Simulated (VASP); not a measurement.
Runs of VASP 6.6.1 on HfB2. The structure is hexagonal, space group P6/mmm (No. 191). The conventional cell has a = 3.140 Å, b = 3.140 Å, c = 3.480 Å, α = 90.00°, β = 90.00°, γ = 120.00°. Around Hf (site symmetry 6/mmm) lie 12 B at 2.51 Å. Around B (site symmetry -6m2) lie 3 B at 1.81 Å. 

```csv
level,potentials or basis,gap on the mesh (eV),pressure (GPa)
PBEsol,"VASP PAW PBE potentials, release 64 (Hf_pv, B)",none,(a)
LDA,"VASP PAW LDA potentials, release 64 (Hf_pv, B)",none,-9.6
revPBE,"VASP PAW PBE potentials, release 64 (Hf_pv, B)",none,4.2
BLYP,"VASP PAW PBE potentials, release 64 (Hf_pv, B)",none,8.2
```

Alike in all rows: task single point; no spin polarisation; cell as given; k mesh 7 × 7 × 5, shifted; cutoff (eV) 520; smearing fermi-dirac 0.2 eV; the mesh is coarse, so values aren't converged.

Question: Fill in the values left out.

Answer: (a) -4.3.

Caveats: all runs use coarse meshes; the PAW data sets were made with another functional, which shifts forces and pressure a little (some runs).

A k mesh can miss the band edges, and the runs leave out spin-orbit coupling on Hf.

A gap of «none» marks a metal or a gap under the smearing width.

Not every run made on this cell is shown here.
